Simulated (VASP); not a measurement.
Here is a VASP 6.6.1 calculation.

File INCAR:

```
ALGO = Fast
EDIFF = 1E-5
EDIFFG = -0.03
ENCUT = 520
GGA = PE
IBRION = 2
ISIF = 3
ISMEAR = 0
ISYM = 0
KPAR = 4
LASPH = True
LCHARG = False
LREAL = Auto
LWAVE = False
NELM = 80
NSW = 110
PREC = Normal
SIGMA = 0.15
```

The input KPOINTS:

```
k-points
0
Gamma
  4 4 4
```

The input POSCAR:

```
HfZrSe3
1.0
    3.2955144100      1.8709166800      6.4275573800
   -3.3197032100      1.9231853800      6.4243955900
    0.0331716100     -3.9261780300      6.4662366400
Zr Hf Se
2 2 6
Direct
    0.3423904900      0.3501472600      0.3240786200
    0.6643023200      0.6661013300      0.7110559300
    0.1807899700      0.1397744500      0.1748830700
    0.8019004600      0.8256683600      0.8655156400
    0.7330456400      0.4164671700      0.0988453500
    0.4153494100      0.0892275800      0.7627116000
    0.0948486200      0.7513714900      0.3999990900
    0.2605381100      0.5986212700      0.8921209600
    0.5693583700      0.9303102300      0.2441219100
    0.9430561900      0.2490198700      0.5678688100
```

Potentials or basis: VASP PAW PBE potentials, release 64 (Zr_sv, Hf_pv, Se).

Command:

```console
$ cat potpaw_PBE.64/Zr_sv/POTCAR potpaw_PBE.64/Hf_pv/POTCAR potpaw_PBE.64/Se/POTCAR > POTCAR
$ mpirun -np 4 vasp_std > vasp.out
```

(1) Predict the space group after relaxing (to 0.05 Å).

(2) Estimate the relaxed cell.

(3) Predict the band gap on the k mesh.

Results:

(1) P-1 (No. 2).

(2) a = 7.368 Å, b = 7.359 Å, c = 7.352 Å, α = 53.70°, β = 53.64°, γ = 53.72°.

(3) none (metal or under the smearing width).
